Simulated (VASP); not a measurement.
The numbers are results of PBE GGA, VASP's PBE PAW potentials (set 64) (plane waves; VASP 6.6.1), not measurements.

VASP ran on this input.

**KPOINTS**
```
Automatic
0
Gamma
  9 9 9
```

### POSCAR
```
YN
1.0
  0.0000000000   2.4279366295   2.4279366295
  2.4279366295   0.0000000000   2.4279366295
  2.4279366295   2.4279366295   0.0000000000
Y N
1 1
Direct
  0.0000000000   0.0000000000   0.0000000000
  0.5000000000   0.5000000000   0.5000000000
```

### INCAR
```
LCHARG = .FALSE.
ISMEAR = 0   # Gaussian
IBRION = 2
EDIFFG = -0.02
ISIF = 3   # ions, shape and volume
SIGMA = 0.05   # width (eV)
LREAL = .FALSE.
PREC = Accurate
PSTRESS = 100   # kbar
NSW = 40
LWAVE = .FALSE.
ALGO = Normal
LMAXMIX = 4
GGA = PE   # PBE
LASPH = .TRUE.   # aspherical one-centre terms
ENCUT = 620
SYSTEM = YN
NELM = 100   # most electronic steps
EDIFF = 1E-6
```

POTCAR, in this order: Y_sv N (PBE.64 set). Program: vasp_std.

Q: What will the output report for the number of irreducible k-points (NKPTS), largest plane-wave count, number of space-group operations, FFT grid (NGX, NGY, NGZ)?

A: 
The number of irreducible k-points (NKPTS) is 35 and the largest plane-wave count is 1018. The number of space-group operations is 48 and the FFT grid (NGX, NGY, NGZ) is 28 × 28 × 28.

The compound is YN in the rock salt structure. This run relaxes it under an external pressure of 10 GPa. Symmetry was kept, so distortions that lower it aren't found.
